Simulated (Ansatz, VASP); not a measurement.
**Cross-check of GaP (GaP (F-43m)) between VASP and Ansatz**

Aim: how closely do two programs agree when they are given the same cell, functional and k mesh? The cell is taken from a series of runs on this material, whose earlier steps may have relaxed, scaled, displaced or heated it; both programs get it as it stands.

Calculated with Ansatz 0.2.0; plane waves, with VASP 6.6.1 beside it; single point at r2SCAN.

## Step 1: The structure

The cell holds 54 atoms: 27 Ga and 27 P. Its edges and angles: a = 11.565 Å, b = 11.565 Å, c = 11.565 Å, α = 60.0°, β = 60.0°, γ = 60.0°.

## Step 2: Ansatz: single point, r2SCAN

Ansatz runs on its PAW soft_1 files.

With cell and atoms fixed, the geometry can't cause a difference; cores, projectors, grids and the points listed under the comparison can.

input.yaml reads:

```yaml
crystal:
  lattice:
    - [0.0, 8.1774375, 8.1774375]
    - [8.1774375, 0.0, 8.1774375]
    - [8.1774375, 8.1774375, 0.0]
  atoms:
    - { symbol: Ga, position: [0.0, 0.0, 0.0] }
    - { symbol: P, position: [0.25, 0.25, 0.25] }
    - { symbol: Ga, position: [0.0, 0.0, 0.3333333333] }
    - { symbol: P, position: [0.25, 0.25, 0.5833333333] }
    - { symbol: Ga, position: [0.0, 0.0, 0.6666666667] }
    - { symbol: P, position: [0.25, 0.25, 0.9166666667] }
    - { symbol: Ga, position: [0.0, 0.3333333333, 0.0] }
    - { symbol: P, position: [0.25, 0.5833333333, 0.25] }
    - { symbol: Ga, position: [0.0, 0.3333333333, 0.3333333333] }
    - { symbol: P, position: [0.25, 0.5833333333, 0.5833333333] }
    - { symbol: Ga, position: [0.0, 0.3333333333, 0.6666666667] }
    - { symbol: P, position: [0.25, 0.5833333333, 0.9166666667] }
    - { symbol: Ga, position: [0.0, 0.6666666667, 0.0] }
    - { symbol: P, position: [0.25, 0.9166666667, 0.25] }
    - { symbol: Ga, position: [0.0, 0.6666666667, 0.3333333333] }
    - { symbol: P, position: [0.25, 0.9166666667, 0.5833333333] }
    - { symbol: Ga, position: [0.0, 0.6666666667, 0.6666666667] }
    - { symbol: P, position: [0.25, 0.9166666667, 0.9166666667] }
    - { symbol: Ga, position: [0.3333333333, 0.0, 0.0] }
    - { symbol: P, position: [0.5833333333, 0.25, 0.25] }
    - { symbol: Ga, position: [0.3333333333, 0.0, 0.3333333333] }
    - { symbol: P, position: [0.5833333333, 0.25, 0.5833333333] }
    - { symbol: Ga, position: [0.3333333333, 0.0, 0.6666666667] }
    - { symbol: P, position: [0.5833333333, 0.25, 0.9166666667] }
    - { symbol: Ga, position: [0.3333333333, 0.3333333333, 0.0] }
    - { symbol: P, position: [0.5833333333, 0.5833333333, 0.25] }
    - { symbol: Ga, position: [0.3333333333, 0.3333333333, 0.3333333333] }
    - { symbol: P, position: [0.5833333333, 0.5833333333, 0.5833333333] }
    - { symbol: Ga, position: [0.3333333333, 0.3333333333, 0.6666666667] }
    - { symbol: P, position: [0.5833333333, 0.5833333333, 0.9166666667] }
    - { symbol: Ga, position: [0.3333333333, 0.6666666667, 0.0] }
    - { symbol: P, position: [0.5833333333, 0.9166666667, 0.25] }
    - { symbol: Ga, position: [0.3333333333, 0.6666666667, 0.3333333333] }
    - { symbol: P, position: [0.5833333333, 0.9166666667, 0.5833333333] }
    - { symbol: Ga, position: [0.3333333333, 0.6666666667, 0.6666666667] }
    - { symbol: P, position: [0.5833333333, 0.9166666667, 0.9166666667] }
    - { symbol: Ga, position: [0.6666666667, 0.0, 0.0] }
    - { symbol: P, position: [0.9166666667, 0.25, 0.25] }
    - { symbol: Ga, position: [0.6666666667, 0.0, 0.3333333333] }
    - { symbol: P, position: [0.9166666667, 0.25, 0.5833333333] }
    - { symbol: Ga, position: [0.6666666667, 0.0, 0.6666666667] }
    - { symbol: P, position: [0.9166666667, 0.25, 0.9166666667] }
    - { symbol: Ga, position: [0.6666666667, 0.3333333333, 0.0] }
    - { symbol: P, position: [0.9166666667, 0.5833333333, 0.25] }
    - { symbol: Ga, position: [0.6666666667, 0.3333333333, 0.3333333333] }
    - { symbol: P, position: [0.9166666667, 0.5833333333, 0.5833333333] }
    - { symbol: Ga, position: [0.6666666667, 0.3333333333, 0.6666666667] }
    - { symbol: P, position: [0.9166666667, 0.5833333333, 0.9166666667] }
    - { symbol: Ga, position: [0.6666666667, 0.6666666667, 0.0] }
    - { symbol: P, position: [0.9166666667, 0.9166666667, 0.25] }
    - { symbol: Ga, position: [0.6666666667, 0.6666666667, 0.3333333333] }
    - { symbol: P, position: [0.9166666667, 0.9166666667, 0.5833333333] }
    - { symbol: Ga, position: [0.6666666667, 0.6666666667, 0.6666666667] }
    - { symbol: P, position: [0.9166666667, 0.9166666667, 0.9166666667] }
basis:
  ecutwfc: 500
  xc_grid: 2
hamiltonian:
  xc: r2scan
  pseudopotentials: { kind: paw, azcp: { folder: soft_1 } }
kpoints:
  mp_grid: { grid: [1, 1, 1], shift: [0.25, 0.25, 0.25] }
scf:
  occupations: { method: fermi_dirac, width: 0.01 }
  max_iter: 100
  lower_state_search: "off"
checkpoint:
  write: "../pristine.sampling_quarter.run"
  compress: false
  write_wavefunctions: false
  write_every: 100000
```

Command:

```bash
$ ansatz run input.yaml --threads 32 --pin off --max-ram 84787MiB --backend cuda --events-out ev --progress --plain --runs-dir out --max-vram 78GiB
```

Numbers of over 12 decimals in the logs are rounded to 6 here.

The log of the run:

```text
Engine: ansatz 0.2.0, aarch64-unknown-linux-gnu
Pseudopotentials: kind: paw
Pseudopotential: Ga, paw, valence charge 13, recommended cutoff 500 eV (meta_gga), soft_1/Ga.paw.azcp
Pseudopotential: P, paw, valence charge 5, recommended cutoff 500 eV (meta_gga), soft_1/P.paw.azcp
Functional definition: r2SCAN
  parameter k0 = 0.174
  parameter k1 = 0.065
  parameter a1 = 4.9479
  exchange = r2scan_x(k0 = k0, k1 = k1, a1 = a1)
  correlation = r2scan_c
device memory: the entry about to start is reckoned to put 5.6 GiB on a device that reports 176.6 GiB free (of which the cap on the GPU budget leaves the run 78.0 GiB)
GPU FFT provider: cuFFT
GPU libraries: cuBLAS 13.8.1, cuFFT 12.4.0, cuSOLVER 12.3.2
GPU matrix products: emulated (plane waves: as basis.precision tells), large ones in fixed point in workspaces of 1.00 GiB
Crystal: 54 atoms, lattice volume = 1093.658 Å³
Basis set: ecut = 500 eV, 27725 PW (Γ), exchange–correlation on 180×180×180 points (8 copies of the dense FFT grid, shifted against one another)
Bands: 297, of which v1, the nominal top of the filled ones, is band 243 counted from 1 (242 counted from 0)
Symmetry: 162 space group operations
k-points: 1
Non-local potential: Ga, projectors of the file, l = 0: 2, l = 1: 2, l = 2: 3, l = 3: 1
Non-local potential: P, projectors of the file, l = 0: 2, l = 1: 2, l = 2: 1
PAW form: soft (Blöchl's): semilocal exchange-correlation on the pseudo side does not see the compensation charge
PAW frozen core: Ga, regenerated for the run's functional (the file was generated under x = pbe(κ = 0.804, μ = 0.219515), c = pbe(β = 0.066725))
PAW frozen core: P, regenerated for the run's functional (the file was generated under x = pbe(κ = 0.804, μ = 0.219515), c = pbe(β = 0.066725))
PAW one-centre angular grid: Ga, 590 points (default); XC on 160 Gauss nodes
PAW one-centre angular grid: P, 302 points (default); XC on 160 Gauss nodes
Initial density: superposition of atomic densities (chi_scale 0.1, normalization cell, long waves kept (reshape's long-wave potential 0.00 eV rms))
Initial wavefunctions: pseudopotential atomic-orbital guess
GPU buffer pool allocated for 729000 grid points (all kernels)
GPU transforms: local potential and band sums: pruned to the plane-wave sphere, on 90×90×90
Functional: x = r2scan, c = r2scan; τ floored in thin density (d = 2e-4 eV/Å³)
SCF iter   1: F=-122854.427003 eV  HF=-122857.483198 eV  |Δ(HF+E_count)|=         —  Δρ=5.22e-2  dr2=2.05e1  dr2_τ=5.16e-1  Hψ=1156
preconditioner: auto → Resta (q_TF=auto, 2.383 Å⁻¹)  ε∞=4.0  [insulator: Δε(μ)=2.305 eV  Ē_g=14.371 eV  σ=0.010 eV  W_gap=1.00  n_scr=258 (ndim 8)  ℏωp=24.8 eV  f_vac=0.000  D(μ)=0.00/eV (n_scr^D=0)  ε∞_Penn≈4.0]
SCF iter   2: F=-122856.721226 eV  HF=-122856.744205 eV  |Δ(HF+E_count)|=   7.39e-1  Δρ=2.96e-2  dr2=6.60e0  dr2_τ=3.09e-2  Hψ=388
SCF iter   3: F=-122857.188682 eV  HF=-122857.209239 eV  |Δ(HF+E_count)|=   4.65e-1  Δρ=3.44e-3  dr2=1.99e-1  dr2_τ=4.17e-3  Hψ=293
automatic band count: iteration 3 solves 281 bands in place of 297: the levels show a gap, and the empty bands left out lie too high to hold charge; the band table lists the bands solved (type scf.n_extra_bands for more)
SCF iter   4: F=-122857.200532 eV  HF=-122857.219636 eV  |Δ(HF+E_count)|=   1.04e-2  Δρ=2.02e-3  dr2=2.28e-2  dr2_τ=2.74e-4  Hψ=502
SCF iter   5: F=-122857.210004 eV  HF=-122857.221545 eV  |Δ(HF+E_count)|=   1.91e-3  Δρ=5.84e-4  dr2=5.07e-3  dr2_τ=1.32e-4  Hψ=498
SCF iter   6: F=-122857.214071 eV  HF=-122857.215902 eV  |Δ(HF+E_count)|=   5.64e-3  Δρ=2.63e-4  dr2=1.06e-3  dr2_τ=5.21e-6  Hψ=498
SCF iter   7: F=-122857.215852 eV  HF=-122857.215920 eV  |Δ(HF+E_count)|=   1.79e-5  Δρ=6.66e-5  dr2=5.59e-5  dr2_τ=3.08e-7  Hψ=494
SCF iter   8: F=-122857.216439 eV  HF=-122857.216440 eV  |Δ(HF+E_count)|=   5.20e-4  Δρ=8.09e-6  dr2=8.94e-7  dr2_τ=8.05e-9  Hψ=524
SCF iter   9: F=-122857.216440 eV  HF=-122857.216440 eV  |Δ(HF+E_count)|=   1.77e-7  Δρ=8.58e-7  dr2=1.29e-8  dr2_τ=1.05e-10  Hψ=910
SCF 1 converged in 9 iterations: F = -122857.216440 eV  dr2 = 1.29e-8
  greatest PAW one-centre occupation: 0.993 electrons in one spin orbital (limit 2), on the Ga atom at site 52 (counted from 0), in its partial waves of l = 2
SCF converged after 9 iterations
Free energy (F): -122857.216440 eV
Harris-Foulkes:  -122857.216440 eV  (|F-HF|=1.00e-9)
Internal energy: -122857.216440 eV  (E = F + TS)
E sigma→0 (E₀):  -122857.216440 eV
Fermi energy:    7.909686 eV
--- Per-component energies (eV) ---
  E_band       = -1818.893080
  E_kinetic    = 4877.642879
  E_local      = -45332.819209  (includes V_loc(G=0)·N_el)
  E_nonlocal   = -1583.933367
  E_hartree    = 27521.151234
  E_xc         = -3395.855597
  E_vxc        = -3325.225564  (∫ρ·V_xc dr)
  E_paw        = -69489.217917  (= ΣΔE_a)
  E_vpaw       = -11655.326980  (= ΣTr[D̂ρ^β])
  E_aug_tail   = 0.000817  (compensation charges beyond the density's cutoff)
  E_vtau       = 158.478082  (kinetic-family band-sum trace: ∫τ·v_τ [+ j·A + Jᵃ·Aᵃ] dr)
  E_ewald      = -35434.099776
  E_core_change = -20.085504  (= ΣΔE_core)
  E_smearing   = -0.000000  (= −TS)
  E_closure    = 0.000000  (closes the sum)
  Σ components = -122857.216440   (vs F -122857.216440, Δ=0.00e0)
```

In the SCF lines HF is the Harris–Foulkes energy and dr2 the Hartree energy of the density residual, in eV; the loop may stop once dr2 is under the threshold and the program's other checks hold. Hψ counts applications of the Hamiltonian.

## Step 3: VASP: single point, r2SCAN

The same cell, functional, mesh and smearing now go to VASP, with its own data sets.

Lines of VASP's logs that name or quote its potential files are left out, and so is its time.

INCAR reads:

```
SYSTEM = GaP
PREC = Accurate
ENCUT = 440
EDIFF = 1E-06
NELM = 120
ISMEAR = -1
SIGMA = 0.01
LREAL = Auto
ALGO = Normal
METAGGA = R2SCAN
LASPH = .TRUE.
NBANDS = 288
LORBIT = 11
LWAVE = .FALSE.
LCHARG = .FALSE.
ISIF = 2
ISYM = 2
GGA_COMPAT = .FALSE.
EFERMI = MIDGAP
LMIXTAU = .TRUE.
NCORE = 2
```

POSCAR reads:

```
GaP
1.0
    0.0000000000      8.1774375000      8.1774375000
    8.1774375000      0.0000000000      8.1774375000
    8.1774375000      8.1774375000      0.0000000000
Ga P
27 27
Direct
    0.0000000000      0.0000000000      1.0000000000
    0.0000000000      0.0000000000      0.3333333333
    0.0000000000      0.0000000000      0.6666666667
    0.0000000000      0.3333333333      1.0000000000
    0.0000000000      0.3333333333      0.3333333333
    0.0000000000      0.3333333333      0.6666666667
    0.0000000000      0.6666666667      1.0000000000
    0.0000000000      0.6666666667      0.3333333333
    0.0000000000      0.6666666667      0.6666666667
    0.3333333333      0.0000000000      1.0000000000
    0.3333333333      0.0000000000      0.3333333333
    0.3333333333      0.0000000000      0.6666666667
    0.3333333333      0.3333333333      1.0000000000
    0.3333333333      0.3333333333      0.3333333333
    0.3333333333      0.3333333333      0.6666666667
    0.3333333333      0.6666666667      1.0000000000
    0.3333333333      0.6666666667      0.3333333333
    0.3333333333      0.6666666667      0.6666666667
    0.6666666667      0.0000000000      1.0000000000
    0.6666666667      0.0000000000      0.3333333333
    0.6666666667      0.0000000000      0.6666666667
    0.6666666667      0.3333333333      1.0000000000
    0.6666666667      0.3333333333      0.3333333333
    0.6666666667      0.3333333333      0.6666666667
    0.6666666667      0.6666666667      1.0000000000
    0.6666666667      0.6666666667      0.3333333333
    0.6666666667      0.6666666667      0.6666666667
    0.2500000000      0.2500000000      0.2500000000
    0.2500000000      0.2500000000      0.5833333333
    0.2500000000      0.2500000000      0.9166666667
    0.2500000000      0.5833333333      0.2500000000
    0.2500000000      0.5833333333      0.5833333333
    0.2500000000      0.5833333333      0.9166666667
    0.2500000000      0.9166666667      0.2500000000
    0.2500000000      0.9166666667      0.5833333333
    0.2500000000      0.9166666667      0.9166666667
    0.5833333333      0.2500000000      0.2500000000
    0.5833333333      0.2500000000      0.5833333333
    0.5833333333      0.2500000000      0.9166666667
    0.5833333333      0.5833333333      0.2500000000
    0.5833333333      0.5833333333      0.5833333333
    0.5833333333      0.5833333333      0.9166666667
    0.5833333333      0.9166666667      0.2500000000
    0.5833333333      0.9166666667      0.5833333333
    0.5833333333      0.9166666667      0.9166666667
    0.9166666667      0.2500000000      0.2500000000
    0.9166666667      0.2500000000      0.5833333333
    0.9166666667      0.2500000000      0.9166666667
    0.9166666667      0.5833333333      0.2500000000
    0.9166666667      0.5833333333      0.5833333333
    0.9166666667      0.5833333333      0.9166666667
    0.9166666667      0.9166666667      0.2500000000
    0.9166666667      0.9166666667      0.5833333333
    0.9166666667      0.9166666667      0.9166666667
```

KPOINTS reads:

```
Points of the shifted mesh
1
Reciprocal
 0.2500000000  0.2500000000  0.2500000000 1
```

PAW data sets: Ga_d and P (PBE family, release 64).

Command:

```bash
$ mpirun -np 8 vasp_std
```

The log of the run:

```text
[banner, memory and clock lines left out]
running    8 mpi-ranks, on    1 nodes
[...]
|                                                                             |
|               ----> ADVICE to this user running VASP <----                  |
|                                                                             |
|     You enforced a specific xc type in the INCAR file but a different       |
|     [... a line on the potential file left out ...]
|     I HOPE YOU KNOW WHAT YOU ARE DOING!                                     |
|                                                                             |

 LDA part: xc-table for (None), standard interpolation
 POSCAR, INCAR and KPOINTS ok, starting setup
[...]
entering main loop
       N       E                     dE             d eps       ncg     rms          rms(c)
DAV:   1     0.592113245178E+04    0.59211E+04   -0.17702E+05   584   0.235E+03
DAV:   2     0.891308117436E+03   -0.50298E+04   -0.48794E+04   584   0.678E+02
DAV:   3    -0.461764832586E+03   -0.13531E+04   -0.12543E+04   696   0.233E+02
DAV:   4    -0.625666910247E+03   -0.16390E+03   -0.15994E+03   712   0.756E+01
[...]
DAV:  33    -0.573472391461E+03    0.28407E-05   -0.47855E-08   312   0.716E-04    0.234E-04
DAV:  34    -0.573472392666E+03   -0.12053E-05   -0.17772E-08   312   0.346E-04    0.164E-04
DAV:  35    -0.573472391704E+03    0.96213E-06   -0.16120E-08   312   0.365E-04
   1 F= -.57347239E+03 E0= -.57347239E+03  d E =0.000000E+00
```

Parts of OUTCAR (step 3):

```text
  Total        4.5758067      4.5758067      4.5758067     -0.0000000     -0.0000000      0.0000000
  in kB        6.7034219      6.7034219      6.7034219     -0.0000000     -0.0000000      0.0000000
  external PRESSURE =       6.7034219 kB  Pullay stress =       0.0000000 kB

 POSITION                                       TOTAL-FORCE (eV/Angst)
 -----------------------------------------------------------------------------------
      0.00000      0.00000      0.00000         0.000000      0.000000      0.000000
      2.72581      2.72581      0.00000         0.000000      0.000000      0.000000
      5.45163      5.45163      0.00000         0.000000      0.000000      0.000000
      2.72581      0.00000      2.72581         0.000000      0.000000      0.000000
      5.45162      2.72581      2.72581         0.000000      0.000000      0.000000
      8.17744      5.45163      2.72581         0.000000      0.000000      0.000000
      5.45163      0.00000      5.45163        -0.000000     -0.000000      0.000000
      8.17744      2.72581      5.45163         0.000000     -0.000000      0.000000
     10.90325      5.45163      5.45163         0.000000      0.000000      0.000000
      0.00000      2.72581      2.72581         0.000000      0.000000      0.000000
      2.72581      5.45162      2.72581         0.000000      0.000000      0.000000
      5.45163      8.17744      2.72581         0.000000      0.000000      0.000000
      2.72581      2.72581      5.45162         0.000000      0.000000      0.000000
      5.45162      5.45162      5.45162         0.000000      0.000000      0.000000
[...]
-----------------------------------------------------------------------------------
    total drift:                                0.000142      0.000142      0.000142

  FREE ENERGIE OF THE ION-ELECTRON SYSTEM (eV)
  ---------------------------------------------------
  free  energy   TOTEN  =      -573.4723917038 eV

  energy  without entropy=     -573.4723917038  energy(sigma->0) =     -573.47239170

[... 3 further parts left out ...]
[key lines of the parts left out:]
E-fermi :   5.4851
```

The run ends at a pressure of 0.67 GPa.

## Step 4: Comparison

Known differences besides the potentials themselves: VASP keeps PBE cores, Ansatz makes them for the functional; the cutoff is 500 eV in Ansatz and 440 eV in VASP (PREC = Accurate, projectors in real space). Total energies have different zeros and are not compared.

The two programs side by side:

| quantity | Ansatz | VASP | difference |
| --- | --- | --- | --- |
| gap on the k mesh (eV) | 2.206 | 2.193 | +0.013 |

A gap on the mesh is an upper bound, since the band edges may lie between its points.

## Step 5: Outcome

```
difference in gap on the k mesh (single point, r2SCAN) : 0.013 eV
```

**Reading.** The difference in gap on the k mesh is 0.013 eV (single point, r2SCAN), within the 0.08 eV picked in this series as the mark of a large difference. How closely two codes agree says nothing of how well the functional describes the real material.

[Lines on the potential files, build, host, timing and source positions are cut from VASP's logs without a mark.]

[Logs are printed without paths, hosts, clocks, repeated set-up lines and the standing remarks that a program may print on its own settings, such as how far it seeks lower states.]

[Hosts, paths, dates, database ids (printed as entryN), source tags and the programs' standing remarks are cut or masked in the printed files.]
